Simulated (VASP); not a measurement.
All values below come from PBEsol GGA, VASP's PBE PAW potentials (set 64) (plane waves; VASP).

VASP input:

POSCAR:
```
BBi
1.0
  3.8416537410   0.0000000000   0.0000000000
 -1.9208268705   3.3269695200   0.0000000000
  0.0000000000   0.0000000000   6.3067262798
B Bi
2 2
Cart
 -0.0000019208   2.2179807890   6.3057144299
  1.9208287913   1.1089887310   3.1523512900
 -0.0000019208   2.2179807890   2.3660342048
  1.9208287913   1.1089887310   5.5193973447
```

INCAR:
```
GGA  =  PS   ! PBEsol
LCHARG  =  F
PREC  =  Accurate
NELM  =  100
SIGMA  =  0.05
EDIFFG  =  -0.02   ! ionic stop
NSW  =  60
EDIFF  =  1E-6
LASPH  =  T   ! aspherical one-centre terms
ISIF  =  3   ! ions, shape and volume
LWAVE  =  F
IBRION  =  2
LREAL  =  F
ENCUT  =  520   ! plane-wave cut-off (eV)
LMAXMIX  =  4   ! l cut-off of mixed one-centre charges
ISMEAR  =  0
ALGO  =  Normal   ! blocked Davidson
SYSTEM  =  BBi
```

**KPOINTS**
```
Automatic mesh
0
Gamma
6 6 3
0 0 0
```

POTCAR, in this order: B Bi_d (PBE.64 set). Program: vasp_std.

The resulting files:

### OSZICAR
```
       N       E                     dE             d eps       ncg     rms          rms(c)
DAV:   1     0.352319960258E+03    0.35232E+03   -0.18987E+04   616   0.193E+03
DAV:   2     0.140087522399E+02   -0.33831E+03   -0.33313E+03   616   0.485E+02
DAV:   3    -0.196360786811E+02   -0.33645E+02   -0.33235E+02   784   0.164E+02
DAV:   4    -0.207890867043E+02   -0.11530E+01   -0.11511E+01   760   0.332E+01
DAV:   5    -0.208330542752E+02   -0.43968E-01   -0.43962E-01   862   0.588E+00    0.528E+00
DAV:   6    -0.195300475763E+02    0.13030E+01   -0.41096E+00   770   0.117E+01    0.204E+00
DAV:   7    -0.194731535399E+02    0.56894E-01   -0.46280E-01   722   0.328E+00    0.103E+00
DAV:   8    -0.194616260465E+02    0.11527E-01   -0.57384E-02   810   0.219E+00    0.161E-01
DAV:   9    -0.194607646916E+02    0.86135E-03   -0.64721E-03   852   0.746E-01    0.700E-02
DAV:  10    -0.194609229372E+02   -0.15825E-03   -0.77276E-04   868   0.246E-01    0.295E-02
DAV:  11    -0.194609351532E+02   -0.12216E-04   -0.17929E-04   858   0.129E-01    0.721E-03
DAV:  12    -0.194609342228E+02    0.93038E-06   -0.11586E-05   624   0.199E-02    0.219E-03
DAV:  13    -0.194609345597E+02   -0.33687E-06   -0.10227E-06   520   0.725E-03
   1 F= -.19460935E+02 E0= -.19460734E+02  d E =-.194609E+02
       N       E                     dE             d eps       ncg     rms          rms(c)
DAV:   1    -0.194664108409E+02   -0.54766E-02   -0.17388E-01   754   0.582E+00    0.365E-01
DAV:   2    -0.194622961984E+02    0.41146E-02   -0.11237E-02   762   0.160E+00    0.168E-01
DAV:   3    -0.194612274629E+02    0.10687E-02   -0.42153E-03   826   0.971E-01    0.290E-02
DAV:   4    -0.194612299591E+02   -0.24962E-05   -0.46606E-04   766   0.212E-01    0.122E-02
DAV:   5    -0.194612290169E+02    0.94221E-06   -0.40200E-05   900   0.710E-02    0.758E-03
DAV:   6    -0.194612282509E+02    0.76596E-06   -0.49145E-06   634   0.248E-02
   2 F= -.19461228E+02 E0= -.19461062E+02  d E =-.293691E-03
```

OUTCAR:
```
------------------------ aborting loop because EDIFF is reached ----------------------------------------
  FORCE on cell =-STRESS in cart. coord.  units (eV):
  Direction    XX          YY          ZZ          XY          YZ          ZX
  --------------------------------------------------------------------------------------
  Total       -0.0486552     -0.0486552     -0.0433745      0.0000000     -0.0000000      0.0000000
  in kB       -0.9637520     -0.9637518     -0.8591527      0.0000000     -0.0000000      0.0000000
  external PRESSURE =      -0.9288855 kB  Pullay stress =       0.0000000 kB
  volume of cell :       80.89
      direct lattice vectors                 reciprocal lattice vectors
     3.843136918  0.000000000  0.000000000     0.260204104  0.150228919 -0.000000000
    -1.921568459  3.328253989  0.000000000    -0.000000000  0.300457839  0.000000000
     0.000000000  0.000000000  6.323720554     0.000000000 -0.000000000  0.158134755
 POSITION                                       TOTAL-FORCE (eV/Angst)
 -----------------------------------------------------------------------------------
     -0.00000      2.21884      0.00011         0.000000     -0.000000      0.015517
      1.92157      1.10942      3.16197         0.000000     -0.000000      0.015517
     -0.00000      2.21884      2.37128         0.000000     -0.000000     -0.015517
      1.92157      1.10942      5.53314        -0.000000      0.000000     -0.015517
 -----------------------------------------------------------------------------------
    total drift:                               -0.001679      0.000969      0.002525
  FREE ENERGIE OF THE ION-ELECTRON SYSTEM (eV)
  ---------------------------------------------------
  free  energy   TOTEN  =       -19.4612282509 eV

  energy  without entropy=      -19.4608950399  energy(sigma->0) =      -19.46106165

 reached required accuracy - stopping structural energy minimisation
```
(Selected blocks of OUTCAR.)

File CONTCAR:
```
BBi
   1.00000000000000
     3.8431369183563953    0.0000000000000000    0.0000000000000000
    -1.9215684591781976    3.3282539890231218    0.0000000000000000
     0.0000000000000000    0.0000000000000000    6.3237205538630485
  B               Bi
     2     2
Direct
     0.3333330000000032    0.6666669999999968    0.0000179540720331
     0.6666669999999968    0.3333330000000032    0.5000179540720330
     0.3333330000000032    0.6666669999999968    0.3749820459279670
     0.6666669999999968    0.3333330000000032    0.8749820459279670
```

The structure was generated: BBi was put into the wurtzite type (P6_3mc), which need not be its known phase. This run relaxes it. Symmetry was kept, so distortions that lower it aren't found. The start is the result of an earlier pass.
